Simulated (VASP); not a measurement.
Output of a VASP run:

### OSZICAR
```
...
DAV:   5    -0.764797774334E+01    0.64751E-06   -0.36153E-06   664   0.120E-02    0.239E-03
DAV:   6    -0.764797746693E+01    0.27642E-06   -0.21897E-07   628   0.356E-03    0.187E-03
DAV:   7    -0.764797739601E+01    0.70920E-07   -0.35759E-08   360   0.164E-03
   2 F= -.86191797E+01 E0= -.86191797E+01  d E =-.264868E-02
       N       E                     dE             d eps       ncg     rms          rms(c)
DAV:   1    -0.764800923380E+01   -0.31767E-04   -0.10112E+00   576   0.591E+00    0.445E-01
DAV:   2    -0.765134519884E+01   -0.33360E-02   -0.39221E-02   684   0.138E+00    0.174E-01
DAV:   3    -0.765122035517E+01    0.12484E-03   -0.47253E-04   688   0.197E-01    0.134E-01
DAV:   4    -0.765115169651E+01    0.68659E-04   -0.19384E-04   672   0.940E-02    0.592E-02
DAV:   5    -0.765115125398E+01    0.44253E-06   -0.34240E-05   640   0.371E-02    0.757E-03
DAV:   6    -0.765115030850E+01    0.94547E-06   -0.23350E-06   688   0.114E-02    0.558E-03
DAV:   7    -0.765115008297E+01    0.22553E-06   -0.42036E-07   664   0.517E-03    0.261E-03
DAV:   8    -0.765115006305E+01    0.19926E-07   -0.58678E-08   368   0.186E-03
   3 F= -.86222642E+01 E0= -.86222642E+01  d E =-.573324E-02
       N       E                     dE             d eps       ncg     rms          rms(c)
DAV:   1    -0.765114613156E+01    0.39514E-05   -0.51514E-03   592   0.423E-01    0.310E-02
DAV:   2    -0.765116312931E+01   -0.16998E-04   -0.19689E-04   692   0.982E-02    0.122E-02
DAV:   3    -0.765116273978E+01    0.38953E-06   -0.23509E-06   680   0.139E-02    0.940E-03
DAV:   4    -0.765116281571E+01   -0.75932E-07   -0.92587E-07   668   0.653E-03
   4 F= -.86222837E+01 E0= -.86222837E+01  d E =-.575267E-02
       N       E                     dE             d eps       ncg     rms          rms(c)
DAV:   1    -0.765304277464E+01   -0.18800E-02   -0.68313E-02   604   0.143E+00    0.165E-01
DAV:   2    -0.765238584218E+01    0.65693E-03   -0.17116E-03   676   0.313E-01    0.773E-02
DAV:   3    -0.765203342606E+01    0.35242E-03   -0.42076E-04   700   0.131E-01    0.361E-02
DAV:   4    -0.765199319787E+01    0.40228E-04   -0.16431E-04   716   0.772E-02    0.850E-03
DAV:   5    -0.765199547316E+01   -0.22753E-05   -0.10173E-05   628   0.198E-02    0.689E-03
DAV:   6    -0.765199576993E+01   -0.29678E-06   -0.55974E-07   668   0.548E-03    0.343E-03
DAV:   7    -0.765199597817E+01   -0.20824E-06   -0.32733E-07   640   0.431E-03    0.488E-04
DAV:   8    -0.765199597680E+01    0.13733E-08   -0.92305E-09   336   0.768E-04
   5 F= -.86229184E+01 E0= -.86229184E+01  d E =-.634731E-03
       N       E                     dE             d eps       ncg     rms          rms(c)
DAV:   1    -0.765339167821E+01   -0.13957E-02   -0.65403E-02   600   0.140E+00    0.161E-01
DAV:   2    -0.765276552441E+01    0.62615E-03   -0.16317E-03   672   0.306E-01    0.757E-02
DAV:   3    -0.765242963834E+01    0.33589E-03   -0.40262E-04   704   0.128E-01    0.352E-02
DAV:   4    -0.765239194072E+01    0.37698E-04   -0.15562E-04   700   0.751E-02    0.830E-03
DAV:   5    -0.765239408530E+01   -0.21446E-05   -0.95608E-06   640   0.191E-02    0.670E-03
DAV:   6    -0.765239437674E+01   -0.29144E-06   -0.53871E-07   676   0.539E-03    0.327E-03
DAV:   7    -0.765239456703E+01   -0.19029E-06   -0.30325E-07   640   0.414E-03    0.479E-04
DAV:   8    -0.765239456621E+01    0.81957E-09   -0.86519E-09   340   0.744E-04
   6 F= -.86231210E+01 E0= -.86231210E+01  d E =-.837343E-03
```

File OUTCAR:
```
------------------------ aborting loop because EDIFF is reached ----------------------------------------
 Edisp (eV)   -0.97073
  FORCE on cell =-STRESS in cart. coord.  units (eV):
  Direction    XX          YY          ZZ          XY          YZ          ZX
  --------------------------------------------------------------------------------------
  Total       0.25647     0.25647     0.25790    -0.00000    -0.00000    -0.00000
  in kB       4.18556     4.18556     4.20887    -0.00000    -0.00000    -0.00000
  external pressure =        4.19 kB  Pullay stress =        0.00 kB
  volume of cell :       98.17
      direct lattice vectors                 reciprocal lattice vectors
     2.051549378 -3.553387287  0.000000000     0.243718238 -0.140710809 -0.000000000
     2.051549378  3.553387287 -0.000000000     0.243718238  0.140710809 -0.000000000
     0.000000000 -0.000000000  6.733398530     0.000000000  0.000000000  0.148513413
 POSITION                                       TOTAL-FORCE (eV/Angst)
 -----------------------------------------------------------------------------------
      0.00000     -0.00000      6.73340        -0.000000      0.000000      0.000000
      2.05155      1.18446      1.67528        -0.000000      0.000000     -0.000314
      2.05155     -1.18446      5.05812         0.000000     -0.000000      0.000314
 -----------------------------------------------------------------------------------
    total drift:                                0.000000     -0.000000      0.000000
  FREE ENERGIE OF THE ION-ELECTRON SYSTEM (eV)
  ---------------------------------------------------
  free  energy   TOTEN  =        -8.6231210129 eV

  energy  without entropy=       -8.6231210129  energy(sigma->0) =       -8.62312101

 reached required accuracy - stopping structural energy minimisation
```
(Selected blocks of OUTCAR.)

POSCAR:
```
MgI2
1
    2.0405211094    -3.5342858223     0.0000000000
    2.0405211094     3.5342858223     0.0000000000
    0.0000000000     0.0000000000     6.8063782094
Mg I
1 2
Direct
  0.0000000000   0.0000000000   0.0000000000
  0.3333330000   0.6666670000   0.2435707319
  0.6666670000   0.3333330000   0.7564292681
```

Problem. Reconstruct the remaining input files.

Solution. One answer among several that fit: the input of the run itself, PBE GGA with D3 dispersion (Becke-Johnson damping), plane waves, VASP's PBE PAW potentials (set 64).

File KPOINTS:
```
Automatic mesh
0
Gamma
6 6 4
0 0 0
```

**INCAR**
```
SYSTEM  =  MgI2
PREC  =  Accurate; ENCUT  =  520; LREAL  =  F
LASPH  =  T
EDIFF  =  1E-7; NELM  =  100; ALGO  =  Normal
LMAXMIX  =  4
ISMEAR  =  0; SIGMA  =  0.05
GGA  =  PE; IVDW  =  12
IBRION  =  2; NSW  =  30; ISIF  =  4
EDIFFG  =  -0.01
LWAVE  =  F; LCHARG  =  F
```

POTCAR, in this order: Mg I (PBE.64 set). Program: vasp_std.

The compound is MgI2 in the 1T layered structure. This cell is one point of a volume scan, at 0.97 of the reference volume. Symmetry was kept, so distortions that lower it aren't found.
